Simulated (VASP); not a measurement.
Crystal: Al2GaP3.

```
Al Ga P
1.0
     5.49300    0.00000    0.00000
    -2.74650    4.75708    0.00000
     0.00000    0.00000    4.36144
Al Ga P
2 1 3
Direct
  0.33333 0.66667 0.00000
  0.66667 0.33333 0.00000
  0.00000 0.00000 0.50000
  0.50000 0.00000 0.00000
  0.00000 0.50000 0.00000
  0.50000 0.50000 0.00000
```

The cell was built by a generator and needn't be a form met in nature.

```yaml
Program: VASP 6.6.1
Task: relaxation of cell and atoms
Functional: PBE
Potentials_or_basis: VASP PAW PBE potentials, release 64 (Al, Ga_d, P)
Cutoff: 520 eV
k_mesh: 3 × 3 × 3
Occupations: gaussian, width 0.15 eV
Spin: no spin polarisation
```

At the start: pressure 144.6 GPa; volume 18.99 Å³/atom.

Problem. Where does the relaxation end?

Solution. Over 24 steps the energy falls by 7189.4 meV/atom and the volume is 24.18 Å³/atom (+27.3 %); space group P6/mmm (No. 191, to 0.05 Å).

The path:
| step | energy change (eV) | largest force (eV/Å) | pressure (GPa) | volume (Å³) |
| --- | --- | --- | --- | --- |
| 1 | 0.0000 | 0.0000 | 144.59 | 113.97 |
| 2 | 7.0725 | 0.0000 | -29.98 | 569.33 |
| 3 | 732.6500 | 0.0000 | -16.57 | 289.78 |
| 4 | -5.0186 | 0.0000 | 9.86 | 248.60 |
| 5 | -26.6519 | 0.0000 | -5.41 | 259.57 |
| 6 | -39.3581 | 0.0000 | -5.18 | 254.76 |
| 7 | -40.5997 | 0.0000 | 0.69 | 212.39 |
| 8 | -40.7334 | 0.0000 | -0.20 | 215.28 |
| 9 | -40.7342 | 0.0000 | -1.02 | 216.71 |
| 10 | -40.7713 | 0.0000 | -0.41 | 212.19 |
| 11 | -40.8813 | 0.0000 | 0.09 | 200.32 |
| 12 | -41.2104 | 0.0000 | 0.95 | 177.04 |
| 13 | -42.5993 | 0.0000 | 7.84 | 132.27 |
| 14 | -42.4786 | 0.0000 | 4.46 | 143.03 |
| 15 | -42.5984 | 0.0000 | 6.39 | 135.39 |
| 16 | -42.6107 | 0.0000 | 6.59 | 134.96 |
| 17 | -42.6412 | 0.0000 | 6.94 | 133.67 |
| 18 | -42.6715 | 0.0000 | 8.03 | 131.06 |
| 19 | -42.7026 | 0.0000 | 7.19 | 131.50 |
| 20 | -42.7885 | 0.0000 | 6.25 | 132.83 |
| 21 | -42.9299 | 0.0000 | 4.75 | 135.50 |
| 22 | -43.1000 | 0.0000 | 1.81 | 140.92 |
| 23 | -43.0516 | 0.0000 | -2.49 | 152.03 |
| 24 | -43.1362 | 0.0000 | 0.03 | 145.07 |

Final structure:
```yaml
crystal:
  lattice:
    - [7.87135, 0.00000, 0.00000]
    - [-3.93567, 6.81679, 0.00000]
    - [0.00000, 0.00000, 2.70356]
  atoms:
    - { symbol: Al, position: [0.33333, 0.66667, 0.00000] }
    - { symbol: Al, position: [0.66667, 0.33333, 0.00000] }
    - { symbol: Ga, position: [0.00000, 0.00000, 0.50000] }
    - { symbol: P, position: [0.50000, 0.00000, 0.00000] }
    - { symbol: P, position: [0.00000, 0.50000, 0.00000] }
    - { symbol: P, position: [0.50000, 0.50000, 0.00000] }
```

Caveat: the k mesh is coarse (spacing up to 0.48 Å⁻¹), so the values aren't converged; the volume moved by over 15 % at a fixed basis, so the end points are rough.
